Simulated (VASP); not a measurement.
Here is the system:

```
Ga4AsSb3
1.0
    5.99824     0.00000     0.00000
    0.00000     5.99824     0.00000
    0.00000     0.00000     5.99824
Ga Sb As
4 3 1
Direct
  0.00899   0.99101   0.99101
  0.49101   0.50899   0.99101
  0.49101   0.99101   0.50899
  0.00899   0.50899   0.50899
  0.25000   0.25000   0.25000
  0.75000   0.75000   0.25000
  0.75000   0.25000   0.75000
  0.25000   0.75000   0.75000
```

Method: PBEsol GGA, VASP's PBE PAW potentials (set 64) (plane waves; VASP 6.6.1). Settings: 400 eV cut-off, 7×7×7 Γ-centred mesh, tetrahedra with Blöchl corrections, potentials Ga_d Sb As.

Unless said otherwise, spin-orbit coupling is left out, though it shifts the bands of the heavy elements here.

Question: Predict the energy per atom (σ→0), band gap (on the k-mesh) with the smallest direct gap where there is one.

Answer: 
```
Property                                                    Result
------------------------  ----------------------------------------
band gap (on the k-mesh)  none (metal, semimetal or under 0.01 eV)
energy per atom (σ→0)                               -4.172 eV/atom
```

Only differences to runs with the same potentials and settings are physical.

The structure was generated: Ga4AsSb3 was put into an ordered model structure (P-43m), which need not be its known phase. It was relaxed first.
